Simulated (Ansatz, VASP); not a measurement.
One calculation of SrCa7F16 (a cell with a defect) (Fluorite), two programs

File INCAR:

```
ALGO = Fast
EDIFF = 1E-8
ENCUT = 520
GGA = PE
ISIF = 2
ISMEAR = -1
LASPH = T
LCHARG = F
LEFG = T
LREAL = Auto
LWAVE = F
NBANDS = 114
NELM = 60
PREC = Accurate
SIGMA = 0.01
```

The input KPOINTS:

```
k-points
0
Gamma
  3 3 3
```

POSCAR

```
SrCa7F16
1.0
    0.0000000000      5.4620000000      5.4620000000
    5.4620000000      0.0000000000      5.4620000000
    5.4620000000      5.4620000000      0.0000000000
Sr Ca F
1 7 16
Direct
    0.0000000000      0.0000000000      0.0000000000
    0.0000000000      0.0000000000      0.5000000000
    0.0000000000      0.5000000000      0.0000000000
    0.0000000000      0.5000000000      0.5000000000
    0.5000000000      0.0000000000      0.0000000000
    0.5000000000      0.0000000000      0.5000000000
    0.5000000000      0.5000000000      0.0000000000
    0.5000000000      0.5000000000      0.5000000000
    0.1250000000      0.1250000000      0.1250000000
    0.1250000000      0.1250000000      0.6250000000
    0.1250000000      0.6250000000      0.1250000000
    0.1250000000      0.6250000000      0.6250000000
    0.6250000000      0.1250000000      0.1250000000
    0.6250000000      0.1250000000      0.6250000000
    0.6250000000      0.6250000000      0.1250000000
    0.6250000000      0.6250000000      0.6250000000
    0.3750000000      0.3750000000      0.3750000000
    0.3750000000      0.3750000000      0.8750000000
    0.3750000000      0.8750000000      0.3750000000
    0.3750000000      0.8750000000      0.8750000000
    0.8750000000      0.3750000000      0.3750000000
    0.8750000000      0.3750000000      0.8750000000
    0.8750000000      0.8750000000      0.3750000000
    0.8750000000      0.8750000000      0.8750000000
```

Input for Ansatz:

```yaml
crystal:
  lattice:
    - [0.0, 5.462, 5.462]
    - [5.462, 0.0, 5.462]
    - [5.462, 5.462, 0.0]
  atoms:
    - { symbol: Sr, position: [0.0, 0.0, 0.0] }
    - { symbol: Ca, position: [0.0, 0.0, 0.5] }
    - { symbol: Ca, position: [0.0, 0.5, 0.0] }
    - { symbol: Ca, position: [0.0, 0.5, 0.5] }
    - { symbol: Ca, position: [0.5, 0.0, 0.0] }
    - { symbol: Ca, position: [0.5, 0.0, 0.5] }
    - { symbol: Ca, position: [0.5, 0.5, 0.0] }
    - { symbol: Ca, position: [0.5, 0.5, 0.5] }
    - { symbol: F, position: [0.125, 0.125, 0.125] }
    - { symbol: F, position: [0.125, 0.125, 0.625] }
    - { symbol: F, position: [0.125, 0.625, 0.125] }
    - { symbol: F, position: [0.125, 0.625, 0.625] }
    - { symbol: F, position: [0.625, 0.125, 0.125] }
    - { symbol: F, position: [0.625, 0.125, 0.625] }
    - { symbol: F, position: [0.625, 0.625, 0.125] }
    - { symbol: F, position: [0.625, 0.625, 0.625] }
    - { symbol: F, position: [0.375, 0.375, 0.375] }
    - { symbol: F, position: [0.375, 0.375, 0.875] }
    - { symbol: F, position: [0.375, 0.875, 0.375] }
    - { symbol: F, position: [0.375, 0.875, 0.875] }
    - { symbol: F, position: [0.875, 0.375, 0.375] }
    - { symbol: F, position: [0.875, 0.375, 0.875] }
    - { symbol: F, position: [0.875, 0.875, 0.375] }
    - { symbol: F, position: [0.875, 0.875, 0.875] }
kpoints:
  mp_grid: { grid: [3, 3, 3] }
scf:
  occupations: { method: fermi_dirac, width: 0.01 }
hamiltonian:
  xc: pbe
  pseudopotentials: { kind: paw }
output:
  forces: true
  stress: true
  populations: true
  efg:
    quadrupole_moments_barn: { Sr: 0.305, Ca: -0.0408 }
    contact_densities: true
  write_density: true
  write_potential: true
  elf: true
  volumetric_format: npy
```

Alike in both runs: task electric field gradients; functional PBE; k mesh 3 × 3 × 3; occupations fermi-dirac, width 0.01 eV; no spin polarisation.

|  | VASP | Ansatz |
| --- | --- | --- |
| version | VASP 6.6.1 | Ansatz 0.2.0 |
| potentials or method | VASP PAW PBE potentials, release 64 (Sr_sv, Ca_sv, F) | plane-wave PAW, scalar-relativistic |
| plane-wave cutoff (eV) | 520 | 420 |
| valence electrons in the cell | 192 | 192 |

```csv
,VASP,Ansatz,Ansatz less VASP
gap on the k mesh at the Fermi level (eV),7.35,7.37,+0.023
pressure (GPa),5.1,4.7,-0.39
rms of the force components (eV/Å),0.255,0.247,-0.0082
Vzz of the field gradient on the site that differs most (V/Å²),-12.1,-11.8,+0.31
```

Atom by atom the forces differ by 0.008 eV/Å (rms over components). The functional is the same, so the differences come from potentials, cutoffs and numerics. Ansatz warned: «gradients_without_spin_orbit».
